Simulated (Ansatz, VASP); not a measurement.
# Cross-check of Tl2Te between VASP and Ansatz, part 2 of 2

Aim: how closely do two programs agree when they are given the same cell, functional and k mesh? The cell is generated by rule, not measured, and may not be a known phase. The cell is taken from a series of runs on this material, whose earlier steps may have relaxed, scaled, displaced or heated it; both programs get it as it stands.

VASP 6.6.1 and Ansatz 0.2.0.

So far: The starting structure; Ansatz: relaxation of cell and atoms, PBEsol, pair 1; VASP: relaxation of cell and atoms, PBEsol, pair 1; Differences.

**5. Ansatz: relaxation of cell and atoms, PBEsol, pair 2**

Level of this step: Ansatz beside VASP: Kohn-Sham DFT, plane waves, PBEsol (Ansatz).

The relaxed volume is the usual yardstick between codes: in a stiff, nearly cubic crystal its relative difference is about their pressure difference at one cell divided by the bulk modulus.

The cell is taken from a series of runs on this material, whose earlier steps may have relaxed, scaled, displaced or heated it; both programs get it as it stands.

input.yaml

```yaml
crystal:
  lattice:
    - [0.0, -3.8354657154, -3.8354657154]
    - [0.0, 3.8354657154, -3.8354657154]
    - [7.6709314308, 0.0, 0.0]
  atoms:
    - { symbol: Te, position: [0.458284075, 0.458284075, 0.5] }
    - { symbol: Te, position: [0.041715925, 0.041715925, 0.0] }
    - { symbol: Tl, position: [-0.0188190033, 0.5188190033, 0.75] }
    - { symbol: Tl, position: [0.5188190033, -0.0188190033, 0.25] }
    - { symbol: Tl, position: [-0.0188190033, 0.5188190033, 0.25] }
    - { symbol: Tl, position: [0.5188190033, -0.0188190033, 0.75] }
kpoints:
  mp_grid: { grid: [6, 6, 4] }
hamiltonian:
  xc: pbesol
scf:
  occupations: { method: gaussian, width: 0.01 }
output:
  forces: true
  stress: true
  eigenvalues: true
relax:
  adjacent_minimum: "off"
  f_tol: 0.002
  max_steps: 120
  cell: { stress_tol: 0.03 }
```

Run with:

```console
$ ansatz run input.yaml --threads 4 --pin off --max-ram 7168MiB --backend cpu --events-out ev --progress --plain --runs-dir out
```

Numbers of over 12 decimals in the logs are rounded to 6 here.

The log of the run:

```text
[...]
Crystal: 6 atoms, lattice volume = 225.691 Å³
Basis set: ecut = 420 eV, 4429 PW (Γ), exchange–correlation on 80×80×108 points (8 copies of the dense FFT grid, shifted against one another)
Bands: 51, of which v1, the nominal top of the filled ones, is band 42 counted from 1 (41 counted from 0)
Symmetry: 8 space group operations
[...]
k-points: 39 of 144
[...]
cell:  # Å, volume = 226.3863 Å³
    - [0.0, -3.718006, -3.932076]
    - [0.0, 3.718006, -3.932076]
    - [7.742623, 0.0, 0.0]
  atoms:
    - { symbol: Te, position: [0.460149, 0.460149, 0.5] }
    - { symbol: Te, position: [0.039851, 0.039851, 0] }
    - { symbol: Tl, position: [-0.019139, 0.519139, 0.750000] }
    - { symbol: Tl, position: [0.519139, -0.019139, 0.25] }
    - { symbol: Tl, position: [-0.019139, 0.519139, 0.25] }
    - { symbol: Tl, position: [0.519139, -0.019139, 0.750000] }
[key lines of the parts left out:]
SCF converged after 7 iterations
Free energy (F): -58986.693575 eV
Fermi energy:    7.086875 eV
P = ⅓ Tr σ = -0.0006 GPa (-0.006 kbar)
```

**6. VASP: relaxation of cell and atoms, PBEsol, pair 2**

The same cell, functional, mesh and smearing now go to VASP, with its own data sets.

INCAR

```
SYSTEM = Tl2Te
PREC = Accurate
ENCUT = 500
EDIFF = 1E-07
NELM = 120
ISMEAR = 0
SIGMA = 0.01
LREAL = .FALSE.
ALGO = Normal
GGA = PS
NBANDS = 39
LORBIT = 11
LWAVE = .FALSE.
LCHARG = .FALSE.
ISIF = 3
IBRION = 2
NSW = 80
EDIFFG = -0.005
LASPH = .TRUE.
GGA_COMPAT = .FALSE.
NELMIN = 4
KPAR = 2
```

POSCAR

```
Tl2Te
1.0
    0.0000000000     -3.8354660000     -3.8354660000
    0.0000000000      3.8354660000     -3.8354660000
    7.6709310000      0.0000000000      0.0000000000
Te Tl
2 4
Direct
    0.4582840781      0.4582840781      0.5000000326
    0.0417159219      0.0417159219      0.0000000326
    0.9811810351      0.5188189649      0.7500000326
    0.5188189649      0.9811810351      0.2500000326
    0.9811810351      0.5188189649      0.2500000326
    0.5188189649      0.9811810351      0.7500000326
```

KPOINTS

```
Automatic mesh
0
Gamma
6 6 4
0 0 0
```

The projector-augmented-wave data sets are Te and Tl_d (PBE family, release 64).

Run with:

```console
$ mpirun -np 2 vasp_std
```

The log of the run:

```text
[banner, memory and clock lines left out]
running    2 mpi-ranks, on    1 nodes
[...]
[... a notice as in an earlier step ...]

 LDA part: xc-table for (Slater+PW92), standard interpolation
 POSCAR, INCAR and KPOINTS ok, starting setup
[...]
entering main loop
       N       E                     dE             d eps       ncg     rms          rms(c)
DAV:   1     0.332500856771E+03    0.33250E+03   -0.29877E+04  3058   0.139E+03
DAV:   2    -0.345197767827E+01   -0.33595E+03   -0.32491E+03  3338   0.293E+02
DAV:   3    -0.186213184855E+02   -0.15169E+02   -0.14741E+02  3592   0.470E+01
DAV:   4    -0.189432792129E+02   -0.32196E+00   -0.32167E+00  3641   0.653E+00
[...]
DAV:  14    -0.185373597513E+02   -0.58864E-06   -0.17108E-06  3659   0.613E-03    0.183E-03
DAV:  15    -0.185373606166E+02   -0.86535E-06   -0.16732E-06  2885   0.412E-03    0.178E-03
DAV:  16    -0.185373605619E+02    0.54718E-07   -0.76684E-08  2260   0.137E-03
   1 F= -.18537361E+02 E0= -.18537298E+02  d E =-.185374E+02
[... from here on, the cycles between the ionic steps are left out ...]
   2 F= -.18539618E+02 E0= -.18539555E+02  d E =-.225714E-02
   3 F= -.18544922E+02 E0= -.18544849E+02  d E =-.756127E-02
   4 F= -.18549283E+02 E0= -.18549244E+02  d E =-.119222E-01
   5 F= -.18549229E+02 E0= -.18549189E+02  d E =-.118681E-01
   6 F= -.18549413E+02 E0= -.18549374E+02  d E =-.184718E-03
   7 F= -.18549472E+02 E0= -.18549433E+02  d E =-.243419E-03
   8 F= -.18549480E+02 E0= -.18549441E+02  d E =-.251382E-03
   9 F= -.18549480E+02 E0= -.18549441E+02  d E =-.251794E-03
  10 F= -.18549506E+02 E0= -.18549467E+02  d E =-.252777E-04
 trial-energy change:   -0.000025  1 .order   -0.000026   -0.000033   -0.000018
 step:   5.0753(harm=  5.0753)  dis= 0.00174  next Energy=   -18.549516 (dE=-0.357E-04)
 reached required accuracy - stopping structural energy minimisation
```

Parts of OUTCAR (step 6):

```text
  Total        0.0049654      0.0006620      0.0147172      0.0000000      0.0000000      0.0000000
  in kB        0.0351958      0.0046925      0.1043185      0.0000000      0.0000000      0.0000000
  external PRESSURE =       0.0480689 kB  Pullay stress =       0.0000000 kB

 POSITION                                       TOTAL-FORCE (eV/Angst)
 -----------------------------------------------------------------------------------
      3.87177      0.00000     -3.61236         0.000000      0.000000     -0.000288
      0.00000      0.00000     -0.31378         0.000000      0.000000      0.000288
      5.80765     -1.71409     -5.88921         0.000000     -0.003568     -0.000000
      1.93588      1.71409     -5.88921         0.000000      0.003568     -0.000000
      1.93588     -1.71409     -5.88921         0.000000     -0.003568     -0.000000
      5.80765      1.71409     -5.88921         0.000000      0.003568     -0.000000
 -----------------------------------------------------------------------------------
    total drift:                               -0.000426     -0.000000      0.000000

  FREE ENERGIE OF THE ION-ELECTRON SYSTEM (eV)
  ---------------------------------------------------
  free  energy   TOTEN  =       -18.5495057467 eV

  energy  without entropy=      -18.5494273870  energy(sigma->0) =      -18.54946657

[... 2 parts as in an earlier step ...]

[... 2 further parts left out ...]
[key lines of the parts left out:]
E-fermi :   4.3112
```

**7. Differences**

What differs besides the data sets and the points named for the pairs above, as far as they apply: the data sets hold 84 valence electrons in Ansatz (on its default PAW (the set named soft_2) files) and 64 in VASP. Total energies have different zeros and are not compared.

The two programs side by side:

| quantity | Ansatz | VASP | difference |
| --- | --- | --- | --- |
| volume (Å³) | 226.39 | 226.03 | +0.16 % |
| edge a after relaxation, in the typed setting (Å) | 5.412 | 5.407 | +0.09 % |
| edge c after relaxation, in the typed setting (Å) | 7.743 | 7.744 | -0.01 % |

**8. Ansatz: relaxation of cell and atoms, PBEsol, pair 3**

The relaxed volume is the usual yardstick between codes: in a stiff, nearly cubic crystal its relative difference is about their pressure difference at one cell divided by the bulk modulus. Its start cell is another than that of the pair before, and may be another structure of the material.

The cell is taken from a series of runs on this material, whose earlier steps may have relaxed, scaled, displaced or heated it; both programs get it as it stands.

input.yaml

```yaml
crystal:
  lattice:
    - [4.4916836757, 0.0, 0.0]
    - [0.0, 7.6505524569, 0.0]
    - [0.0, 0.0, 6.3534753378]
  atoms:
    - { symbol: Te, position: [0.5, 0.5, 0.3724314289] }
    - { symbol: Te, position: [0.0, 0.0, 0.6275685711] }
    - { symbol: Tl, position: [0.5, 0.2658431807, 0.7889775441] }
    - { symbol: Tl, position: [0.0, 0.7658431807, 0.2110224559] }
    - { symbol: Tl, position: [0.5, 0.7341568193, 0.7889775441] }
    - { symbol: Tl, position: [0.0, 0.2341568193, 0.2110224559] }
kpoints:
  mp_grid: { grid: [8, 4, 6] }
hamiltonian:
  xc: pbesol
scf:
  occupations: { method: gaussian, width: 0.01 }
output:
  forces: true
  stress: true
  eigenvalues: true
relax:
  adjacent_minimum: "off"
  f_tol: 0.001
  max_steps: 60
  cell: { stress_tol: 0.01 }
```

Run with:

```console
$ ansatz run input.yaml --threads 4 --pin off --max-ram 7168MiB --backend cpu --events-out ev --progress --plain --runs-dir out
```

The log of the run:

```text
[...]
Crystal: 6 atoms, lattice volume = 218.330 Å³
Basis set: ecut = 420 eV, 4247 PW (Γ), exchange–correlation on 64×108×90 points (8 copies of the dense FFT grid, shifted against one another)
Bands: 51, of which v1, the nominal top of the filled ones, is band 42 counted from 1 (41 counted from 0)
Symmetry: 8 space group operations
[...]
k-points: 60 of 192
[...]
cell:  # Å, volume = 218.4304 Å³
    - [4.481719, 0.0, 0.0]
    - [0.0, 7.650534, 0.0]
    - [0.0, 0.0, 6.370547]
  atoms:
    - { symbol: Te, position: [0.5, 0.5, 0.372502] }
    - { symbol: Te, position: [0, 0, 0.627498] }
    - { symbol: Tl, position: [0.5, 0.266199, 0.788644] }
    - { symbol: Tl, position: [0, 0.766199, 0.211356] }
    - { symbol: Tl, position: [0.5, 0.733801, 0.788644] }
    - { symbol: Tl, position: [0, 0.233801, 0.211356] }
[key lines of the parts left out:]
SCF converged after 6 iterations
Free energy (F): -58986.756357 eV
Fermi energy:    7.313309 eV
P = ⅓ Tr σ = 0.0003 GPa (0.003 kbar)
```

**9. VASP: relaxation of cell and atoms, PBEsol, pair 3**

The same cell, functional, mesh and smearing now go to VASP, with its own data sets.

INCAR is that of step 6.

POSCAR

```
Tl2Te
1.0
    4.4916840000      0.0000000000      0.0000000000
    0.0000000000      7.6505520000      0.0000000000
    0.0000000000      0.0000000000      6.3534750000
Te Tl
2 4
Direct
    0.5000000000      0.5000000000      0.3724314647
    0.0000000000      0.0000000000      0.6275685353
    0.5000000000      0.2658431705      0.7889775280
    0.0000000000      0.7658431705      0.2110224720
    0.5000000000      0.7341568295      0.7889775280
    0.0000000000      0.2341568295      0.2110224720
```

KPOINTS

```
Automatic mesh
0
Gamma
8 4 6
0 0 0
```

Run with:

```console
$ mpirun -np 2 vasp_std
```

The log of the run:

```text
[... set-up lines as in an earlier step ...]
 entering main loop
       N       E                     dE             d eps       ncg     rms          rms(c)
DAV:   1     0.342912608320E+03    0.34291E+03   -0.30206E+04  4712   0.140E+03
DAV:   2    -0.297290164027E+01   -0.34589E+03   -0.33430E+03  5204   0.295E+02
DAV:   3    -0.187327290426E+02   -0.15760E+02   -0.15343E+02  5503   0.489E+01
DAV:   4    -0.190509528417E+02   -0.31822E+00   -0.31803E+00  5496   0.670E+00
[...]
DAV:  16    -0.186080218982E+02   -0.44042E-06   -0.36420E-07  4147   0.237E-03    0.436E-03
DAV:  17    -0.186080221306E+02   -0.23240E-06   -0.15125E-07  3624   0.141E-03    0.319E-03
DAV:  18    -0.186080220616E+02    0.69019E-07   -0.10125E-08  2613   0.454E-04
   1 F= -.18608022E+02 E0= -.18607993E+02  d E =-.186080E+02
[...]
N       E                     dE             d eps       ncg     rms          rms(c)
DAV:   1    -0.186080721249E+02   -0.49994E-04   -0.33863E-03  4848   0.280E-01    0.361E-02
DAV:   2    -0.186080411199E+02    0.31005E-04   -0.78051E-05  5107   0.552E-02    0.175E-02
DAV:   3    -0.186080293835E+02    0.11736E-04   -0.14578E-05  5030   0.258E-02    0.829E-03
DAV:   4    -0.186080280794E+02    0.13041E-05   -0.29626E-06  5151   0.117E-02    0.164E-03
DAV:   5    -0.186080281553E+02   -0.75958E-07   -0.20353E-07  3881   0.261E-03
   2 F= -.18608028E+02 E0= -.18607999E+02  d E =-.609370E-05
[...]
trial-energy change:   -0.000006  1 .order   -0.000016   -0.000018   -0.000015
 step:   4.0000(harm=  5.2079)  dis= 0.00081  next Energy=   -18.608069 (dE=-0.468E-04)
 reached required accuracy - stopping structural energy minimisation
```

Parts of OUTCAR (step 9):

```text
  Total       -0.0279291      0.0019172      0.0139346      0.0000000      0.0000000      0.0000000
  in kB       -0.2049798      0.0140706      0.1022702      0.0000000      0.0000000      0.0000000
  external PRESSURE =      -0.0295463 kB  Pullay stress =       0.0000000 kB

 POSITION                                       TOTAL-FORCE (eV/Angst)
 -----------------------------------------------------------------------------------
      2.24521      3.82533      2.36636         0.000000      0.000000     -0.002654
      4.49041      0.00000      3.98799         0.000000      0.000000      0.002654
      2.24521      2.03400      5.01362         0.000000      0.003156      0.002839
      4.49041      5.85933      1.34073        -0.000000      0.003156     -0.002839
      2.24521      5.61666      5.01362         0.000000     -0.003156      0.002839
      4.49041      1.79133      1.34073        -0.000000     -0.003156     -0.002839
 -----------------------------------------------------------------------------------
    total drift:                                0.000000      0.000000     -0.000000

  FREE ENERGIE OF THE ION-ELECTRON SYSTEM (eV)
  ---------------------------------------------------
  free  energy   TOTEN  =       -18.6080281553 eV

  energy  without entropy=      -18.6079693856  energy(sigma->0) =      -18.60799877

[... 1 part as in an earlier step ...]

[... 3 further parts left out ...]
[key lines of the parts left out:]
E-fermi :   4.4458
```

**10. Comparison**

What differs besides the data sets and the points named for the pairs above, as far as they apply: the data sets hold 84 valence electrons in Ansatz (on its default PAW (the set named soft_2) files) and 64 in VASP. Total energies have different zeros and are not compared.

Compared:

| quantity | Ansatz | VASP | difference |
| --- | --- | --- | --- |
| volume (Å³) | 218.43 | 218.30 | +0.06 % |
| edge a after relaxation, in the typed setting (Å) | 4.482 | 4.490 | -0.19 % |
| edge b after relaxation, in the typed setting (Å) | 7.651 | 7.651 | +0.00 % |
| edge c after relaxation, in the typed setting (Å) | 6.370 | 6.354 | +0.25 % |

**11. What came out**

* difference in volume (relaxation of cell and atoms, PBEsol, pair 1): 0.094 %
* difference in volume (relaxation of cell and atoms, PBEsol, pair 2): 0.16 %
* difference in edge c after relaxation, in the typed setting (relaxation of cell and atoms, PBEsol, pair 3): 0.25 %

What this shows: The difference in edge c after relaxation, in the typed setting is 0.25 % (relaxation of cell and atoms, PBEsol, pair 3), within the 1.2 % picked in this series as the mark of a large difference, as far as the stopping tolerances let one tell. The data sets hold unlike numbers of valence electrons (84 in Ansatz and 64 in VASP), so part of the differences comes from the potentials. 2 further runs of this series are not shown here. Such differences can come from data sets, numerical settings and the points named under the comparisons, not from the functional's error against experiment.

[Lines on the potential files, build, host, timing and source positions are cut from VASP's logs without a mark.]

[Logs are printed without paths, hosts, clocks, repeated set-up lines and the standing remarks that a program may print on its own settings, such as how far it seeks lower states.]

[Hosts, paths, dates, database ids (printed as entryN), source tags and the programs' standing remarks are cut or masked in the printed files.]
